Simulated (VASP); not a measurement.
All values below come from LDA (Ceperley-Alder, Perdew-Zunger), VASP's LDA PAW potentials (set 64) (plane waves; VASP).

The input files of a VASP run:

**KPOINTS**
```
Automatic mesh
0
Gamma
4 4 1
0.5 0.5 0.5
```

**POSCAR**
```
NiSb
1
    3.6015810000     0.0000000000     0.0000000000
   -1.8007900000     3.1190600000     0.0000000000
    0.0000000000     0.0000000000    12.1503880000
Ni Sb
4 4
Direct
  0.3279610000   0.6539440000   0.1248460000
  0.6688800000   0.3365310000   0.6256120000
  0.6633950000   0.3330240000   0.8756860000
  0.3345310000   0.6689030000   0.3770580000
 -0.0065000000   0.0091210000   0.0001630000
  0.0052970000  -0.0024760000   0.4980360000
  0.3383490000   0.6708080000   0.7488930000
  0.6680860000   0.3301440000   0.2497050000
```

### INCAR
```
MAGMOM=4*2.0 4*0.0
SIGMA=0.1   ! width (eV)
SYSTEM=NiSb
LMAXMIX=4
LASPH=T   ! aspherical one-centre terms
EDIFF=1E-6
LORBIT=11   ! lm-projected
ENCUT=300   ! plane-wave cut-off (eV)
LWAVE=F
ALGO=Normal   ! blocked Davidson
ISPIN=2   ! spin-polarised
ISMEAR=0   ! Gaussian
LCHARG=F
PREC=Accurate
NELM=100
LREAL=F   ! projection in real space or not
ISIF=2
```

POTCAR, in this order: Ni Sb (LDA.64 set). Program: vasp_std.

At this cut-off the stress carries a Pulay error, which pulls relaxed volumes low. Unless said otherwise, spin-orbit coupling is left out, though it shifts the bands of the heavy elements here.

Problem. Estimate the energy per atom (σ→0), cell moment, pressure, largest force, band gap (on the k-mesh).

Solution. 
| Item | Value |
|---|---|
| energy per atom (σ→0) | -5788 meV/atom |
| cell moment | 0.00 μB |
| band gap (on the k-mesh) | none (metal, semimetal or under 0.01 eV) |
| pressure | -1.42 GPa |
| largest force | 0.878 eV/Å |

OSZICAR:
```
...
DAV:  13    -0.463237906822E+02   -0.21123E-01   -0.95671E-02  5680   0.528E+00    0.115E+00
DAV:  14    -0.463224812231E+02    0.13095E-02   -0.60041E-02  5184   0.573E+00    0.700E-01
DAV:  15    -0.463237958757E+02   -0.13147E-02   -0.92246E-03  5064   0.196E+00    0.203E-01
DAV:  16    -0.463239728463E+02   -0.17697E-03   -0.20989E-03  5720   0.515E-01    0.845E-02
DAV:  17    -0.463239527780E+02    0.20068E-04   -0.28051E-04  4688   0.225E-01    0.520E-02
DAV:  18    -0.463239455833E+02    0.71948E-05   -0.45222E-05  4472   0.889E-02    0.279E-02
DAV:  19    -0.463239453401E+02    0.24314E-06   -0.51672E-06  4344   0.349E-02
   1 F= -.46323945E+02 E0= -.46304513E+02  d E =-.388653E-01  mag=     0.0010
```

The structure was generated: NiSb was put into an ordered model structure, which need not be its known phase. The cell was not relaxed at this level, atoms are displaced from their ideal sites. The k-mesh is coarse (spacing up to 0.52 per Å, 2π included), so the numbers may not be converged in it.
